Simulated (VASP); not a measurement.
Consider the following.

```yaml
crystal:
  lattice:
    - [1.65782, -2.87142, 0.00000]
    - [1.65782, 2.87142, 0.00000]
    - [0.00000, 0.00000, 10.85018]
  atoms:
    - { symbol: In, position: [0.66667, 0.33333, 0.26515] }
    - { symbol: In, position: [0.33333, 0.66667, 0.98904] }
    - { symbol: N, position: [0.66667, 0.33333, 0.46691] }
    - { symbol: N, position: [0.33333, 0.66667, 0.18674] }
    - { symbol: N, position: [0.66667, 0.33333, 0.91163] }
    - { symbol: N, position: [0.33333, 0.66667, 0.68945] }
    - { symbol: Al, position: [0.66667, 0.33333, 0.73915] }
    - { symbol: Al, position: [0.33333, 0.66667, 0.51593] }
```

Method: PBEsol GGA, VASP's PBE PAW potentials (set 64) (plane waves; VASP). Settings: 520 eV cut-off, 9×9×3 Γ-centred mesh, tetrahedra with Blöchl corrections, potentials In_d N Al.

The cores are frozen, which limits the accuracy of field gradients.

### Question
Give the principal components of the electric field gradient (V/Å²) and the asymmetry η at each nucleus.

### Answer

```
atom    Vxx    Vyy    Vzz     η
----  -----  -----  -----  ----
In1   -18.3  -18.3   36.6  0.00
In2   -21.3  -21.3   42.6  0.00
N3     -8.6   -8.6   17.2  0.00
N4    -11.4  -11.4   22.8  0.00
N5      0.2    0.2   -0.5     -
N6      8.4    8.4  -16.8  0.00
Al7     4.4    4.4   -8.7  0.00
Al8     6.4    6.4  -12.7  0.00
```

The structure was generated: Al2In2N4 was put into an ordered model structure (P3m1), which need not be its known phase. It was relaxed first.
